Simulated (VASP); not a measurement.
A run of VASP 6.6.1:

Contents of INCAR:

```
PREC = Accurate ; ENCUT = 520
EDIFF = 1E-7 ; ISMEAR = -1
SIGMA = 0.15 ; LREAL = F
LASPH = T ; NELM = 100
ALGO = Normal ; ISIF = 2
LWAVE = F ; LCHARG = F
GGA = PS ; NBANDS = 31
```

Contents of KPOINTS:

```
Automatic mesh
0
Gamma
  6 6 6
```

POSCAR

```
TiSb2
1.0
   -3.2445774420      3.2445774420      2.8343771108
    3.2445774420     -3.2445774420      2.8343771108
    3.2445774420      3.2445774420     -2.8343771108
Ti Sb
2 4
Direct
    0.2500000000      0.2500000000      0.0000000000
    0.7500000000      0.7500000000      0.0000000000
    0.6515600000      0.1515600000      0.8031200000
    0.1515600000      0.3484400000      0.5000000000
    0.3484400000      0.8484400000      0.1968800000
    0.8484400000      0.6515600000      0.5000000000
```

Potentials or basis: VASP PAW PBE potentials, release 64 (Ti_sv, Sb).

Command:

```bash
$ cat potpaw_PBE.64/Ti_sv/POTCAR potpaw_PBE.64/Sb/POTCAR > POTCAR
$ mpirun -np 1 vasp_std > vasp.out
```

Hardware: 1 thread of Intel(R) Xeon(R) Platinum 8375C CPU @ 2.90GHz (Ice Lake), with other jobs on the host.

Estimate the wall time of this run.

Run time: 110 s on 1 thread of Intel(R) Xeon(R) Platinum 8375C CPU @ 2.90GHz (Ice Lake), with other jobs on the host, peak memory 0.29 GiB. Counts: scf iterations 15, k points 30.
